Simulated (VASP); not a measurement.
Here is the system:

```
CSi
1.0
    0.00000     2.15558     2.15558
    2.15558     0.00000     2.15558
    2.15558     2.15558     0.00000
Si C
1 1
Direct
  0.00000   0.00000   0.00000
  0.25000   0.25000   0.25000
```

All values below come from r2SCAN meta-GGA, VASP's PBE PAW potentials (set 64) (plane waves; VASP). Run with 520 eV cut-off, 10×10×10 Γ-centred mesh, Gaussian smearing of 0.050 eV, potentials Si C.

Q: Give the stress tensor in GPa (positive for a compressed cell).

A: 
```
7.33  0.00  0.00
0.00  7.33  0.00
0.00  0.00  7.33
```
The pressure is its mean diagonal, 7.33 GPa.

The compound is SiC in the zinc blende structure. This cell is one point of a volume scan, at 0.97 of the reference volume.
